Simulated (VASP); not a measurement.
An input for Quantum ESPRESSO's pw.x (written as the equivalent of a VASP run, and not itself run):

```
&CONTROL
  calculation = 'vc-relax'
  pseudo_dir = './pseudo'
  outdir = './out'
  tprnfor = .true.
  tstress = .true.
  nstep = 40
  forc_conv_thr = 0.00078
/
&SYSTEM
  ibrav = 0
  nat = 2
  ntyp = 2
  ecutwfc = 96
  occupations = 'smearing'
  smearing = 'methfessel-paxton'
  degauss = 0.00735
  input_dft = 'pbe'
/
&ELECTRONS
  conv_thr = 7.3e-08
  electron_maxstep = 100
/
&IONS
/
&CELL
  press = 300
/
ATOMIC_SPECIES
  Ga 69.723 Ga.upf
  Co 58.933 Co.upf
CELL_PARAMETERS angstrom
     2.7967850    0.0000000    0.0000000
     0.0000000    2.7967850    0.0000000
     0.0000000    0.0000000    2.7967850
ATOMIC_POSITIONS crystal
  Ga   0.5000000  0.5000000  0.5000000
  Co   0.0000000  0.0000000  0.0000000
K_POINTS automatic
  13 13 13 0 0 0
```

Question: Write the VASP files for the same calculation (PBE).

Answer: This is not unique; one that fits is 
### INCAR
```
# general
SYSTEM  = CoGa
PREC    = Accurate
ENCUT   = 500   # plane-wave cut-off (eV)
LREAL   = .FALSE.   # projection in real space or not
LASPH   = .TRUE.

# electronic loop
EDIFF   = 1E-6
NELM    = 100
ALGO    = Normal
LMAXMIX = 4   # l cut-off of mixed one-centre charges

# smearing
ISMEAR  = 1   # Methfessel-Paxton
SIGMA   = 0.1   # width (eV)

# functional
GGA     = PE   # PBE

# ions
IBRION  = 2   # conjugate gradients
NSW     = 40   # most ionic steps
ISIF    = 3   # ions, shape and volume
EDIFFG  = -0.02   # ionic stop
PSTRESS = 300   # kbar

# output
LWAVE   = .FALSE.
LCHARG  = .FALSE.
```

**KPOINTS**
```
K-points
0
gamma
13 13 13
0 0 0
```

**POSCAR**
```
CoGa
1.0
  2.7967850420   0.0000000000   0.0000000000
  0.0000000000   2.7967850420   0.0000000000
  0.0000000000   0.0000000000   2.7967850420
Ga Co
1 1
Cartesian
  1.3983925210   1.3983925210   1.3983925210
  0.0000000000   0.0000000000   0.0000000000
```

POTCAR, in this order: Ga_d Co (PBE.64 set). Program: vasp_std.

Limits of the translation: the potentials are each code's own (VASP's PAW set, PseudoDojo norm-conserving files in pw.x), so ENCUT and ecutwfc are chosen apart and not converted; conv_thr bounds pw.x's estimated SCF error, while EDIFF bounds the energy change between steps; forc_conv_thr acts on force components and is met together with etot_conv_thr.

The compound is CoGa in the CsCl type structure. This run relaxes it under an external pressure of 30 GPa. Symmetry was kept, so distortions that lower it aren't found.
